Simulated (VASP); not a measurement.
Method: r2SCAN meta-GGA, VASP's PBE PAW potentials (set 64) (plane waves; VASP).

VASP ran on this input.

**KPOINTS**
```
Automatic mesh
0
Gamma
8 8 8
0 0 0
```

### POSCAR
```
GaP
1
    0.0000000000     2.7250000000     2.7250000000
    2.7250000000     0.0000000000     2.7250000000
    2.7250000000     2.7250000000     0.0000000000
Ga P
1 1
Direct
  0.0000000000   0.0000000000   0.0000000000
  0.2500000000   0.2500000000   0.2500000000
```

**INCAR**
```
LMIXTAU  =  .TRUE.
ISIF  =  2
ISMEAR  =  0
ALGO  =  Normal
NELM  =  100
LREAL  =  .FALSE.   # projection in real space or not
SIGMA  =  0.05
LASPH  =  .TRUE.
SYSTEM  =  GaP
METAGGA  =  R2SCAN
EDIFF  =  1E-7
LCHARG  =  .FALSE.
LMAXMIX  =  4   # l cut-off of mixed one-centre charges
LWAVE  =  .FALSE.
ENCUT  =  520   # plane-wave cut-off (eV)
PREC  =  Accurate
```

POTCAR, in this order: Ga_d P (PBE.64 set). Program: vasp_std.

### Question
What does the run give for the energy per atom (σ→0)?

### Answer

* **energy per atom (σ→0)**: -10.732 eV/atom

File OSZICAR:
```
...
DAV:  15    -0.214630800901E+02    0.26098E-05   -0.10223E-05   794   0.402E-02    0.236E-02
DAV:  16    -0.214630904570E+02   -0.10367E-04   -0.39936E-06   764   0.241E-02    0.280E-03
DAV:  17    -0.214630899077E+02    0.54930E-06   -0.74755E-07   919   0.830E-03    0.232E-03
DAV:  18    -0.214630896583E+02    0.24936E-06   -0.44435E-07   779   0.750E-03    0.887E-04
DAV:  19    -0.214630891145E+02    0.54379E-06   -0.79815E-08   592   0.324E-03    0.739E-04
DAV:  20    -0.214630892935E+02   -0.17897E-06   -0.66537E-08   482   0.344E-03    0.865E-05
DAV:  21    -0.214630893002E+02   -0.67184E-08   -0.50877E-09   392   0.973E-04
   1 F= -.21463089E+02 E0= -.21463089E+02  d E =-.366155E-15
```

The compound is GaP in the zinc blende structure. The cell was not relaxed at this level.
